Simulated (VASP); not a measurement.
The cell holds one SnSe2 (1T layered) monolayer, with vacuum along c. Ionisation potential and electron affinity count from the cell's own band edges, surface states included.

```
CELL_PARAMETERS angstrom
      3.85631     0.00000     0.00000
     -1.92815     3.33966     0.00000
      0.00000     0.00000    19.49431
ATOMIC_POSITIONS crystal
  Se 0.66667 0.33333 0.41753
  Se 0.33333 0.66667 0.58247
  Sn 0.00000 0.00000 0.50000
```

Method: optB88-vdW, VASP's PBE PAW potentials (set 64) (plane waves; VASP). Run with 400 eV cut-off, 12×12×1 Γ-centred mesh, Gaussian smearing of 0.050 eV, potentials Se Sn_d.

| Item | Result |
|---|---|
| energy to cut it from the bulk, per area | 21.5 meV/Å² |
| ionisation potential | 6.27 eV |
| electron affinity | 5.56 eV |

The cell is a sheet with vacuum, built from SnSe2 (1T layered).
